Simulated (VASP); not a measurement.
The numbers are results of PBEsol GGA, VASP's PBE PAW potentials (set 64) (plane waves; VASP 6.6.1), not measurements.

The input files of a VASP run:

POSCAR:
```
Ni3Si
1
    3.3492572495    -0.0000000000    -0.0000000000
    0.0000000000     3.3492572495    -0.0000000000
    0.0000000000     0.0000000000     3.3492572495
Si Ni
1 3
Direct
  0.0000000000   0.0000000000   0.0000000000
  0.0000000000   0.5000000000   0.5000000000
  0.5000000000   0.0000000000   0.5000000000
  0.5000000000   0.5000000000   0.0000000000
```

### INCAR
```
SIGMA=0.1   ! width (eV)
PREC=Accurate
ISMEAR=1   ! Methfessel-Paxton
PSTRESS=300   ! kbar
SYSTEM=Ni3Si
ISIF=3   ! ions, shape and volume
ENCUT=500
ALGO=Normal   ! blocked Davidson
NELM=100
GGA=PS
LCHARG=.FALSE.
NSW=40   ! most ionic steps
LASPH=.TRUE.   ! aspherical one-centre terms
LREAL=.FALSE.   ! projection in real space or not
IBRION=2
EDIFFG=-0.02
LWAVE=.FALSE.
EDIFF=1E-6   ! SCF stop (eV)
LMAXMIX=4
```

**KPOINTS**
```
Automatic mesh
0
Gamma
9 9 9
0 0 0
```

POTCAR, in this order: Si Ni (PBE.64 set). Program: vasp_std.

Output

### OSZICAR
```
       N       E                     dE             d eps       ncg     rms          rms(c)
DAV:   1     0.198860557043E+03    0.19886E+03   -0.15225E+04  1478   0.216E+03
DAV:   2    -0.194995647553E+02   -0.21836E+03   -0.21058E+03  1470   0.377E+02
DAV:   3    -0.300899745485E+02   -0.10590E+02   -0.10248E+02  1601   0.113E+02
DAV:   4    -0.303190863040E+02   -0.22911E+00   -0.22817E+00  1717   0.146E+01
DAV:   5    -0.303273631215E+02   -0.82768E-02   -0.82751E-02  1790   0.270E+00    0.243E+01
DAV:   6    -0.288922806183E+02    0.14351E+01   -0.55288E+01  1658   0.126E+02    0.148E+01
DAV:   7    -0.260872780709E+02    0.28050E+01   -0.15043E+01  1613   0.671E+01    0.557E+00
DAV:   8    -0.259817917754E+02    0.10549E+00   -0.60793E-01  1679   0.758E+00    0.158E+00
DAV:   9    -0.259640287096E+02    0.17763E-01   -0.30413E-02  2082   0.249E+00    0.596E-01
DAV:  10    -0.259615421080E+02    0.24866E-02   -0.36479E-03  1849   0.505E-01    0.202E-01
DAV:  11    -0.259613066622E+02    0.23545E-03   -0.56569E-04  2231   0.307E-01    0.550E-02
DAV:  12    -0.259612953182E+02    0.11344E-04   -0.86867E-05  1688   0.123E-01    0.155E-02
DAV:  13    -0.259612954332E+02   -0.11497E-06   -0.57178E-06  1617   0.208E-02
   1 F= -.18926424E+02 E0= -.18926619E+02  d E =-.189264E+02
```

### OUTCAR
```
------------------------ aborting loop because EDIFF is reached ----------------------------------------
  FORCE on cell =-STRESS in cart. coord.  units (eV):
  Direction    XX          YY          ZZ          XY          YZ          ZX
  --------------------------------------------------------------------------------------
  Total        6.9681790      6.9681790      6.9681790     -0.0000000     -0.0000000      0.0000000
  in kB      297.1559053    297.1559053    297.1559053     -0.0000000     -0.0000000      0.0000000
  external PRESSURE =      -2.8440947 kB  Pullay stress =     300.0000000 kB
  volume of cell :       37.57
      direct lattice vectors                 reciprocal lattice vectors
     3.349257249  0.000000000  0.000000000     0.298573661  0.000000000  0.000000000
     0.000000000  3.349257249  0.000000000     0.000000000  0.298573661  0.000000000
     0.000000000  0.000000000  3.349257249     0.000000000  0.000000000  0.298573661
 POSITION                                       TOTAL-FORCE (eV/Angst)
 -----------------------------------------------------------------------------------
      0.00000      0.00000      0.00000         0.000000      0.000000      0.000000
      0.00000      1.67463      1.67463         0.000000      0.000000      0.000000
      1.67463      0.00000      1.67463         0.000000      0.000000      0.000000
      1.67463      1.67463      0.00000         0.000000      0.000000      0.000000
 -----------------------------------------------------------------------------------
    total drift:                                0.000000     -0.000000     -0.000000
  FREE ENERGIE OF THE ION-ELECTRON SYSTEM (eV)
  ---------------------------------------------------
  free  energy   TOTEN  =       -25.9612954332 eV

  energy  without entropy=      -25.9618809148  energy(sigma->0) =      -25.96149059
  enthalpy is  TOTEN    =       -18.9264235832 eV   P V=        7.0348718500

 reached required accuracy - stopping structural energy minimisation
```
(Selected blocks of OUTCAR.)

The compound is Ni3Si in the L1_2 structure. It was relaxed first under an external pressure of 30 GPa. The run is not spin-polarised, so no magnetic state was tried.
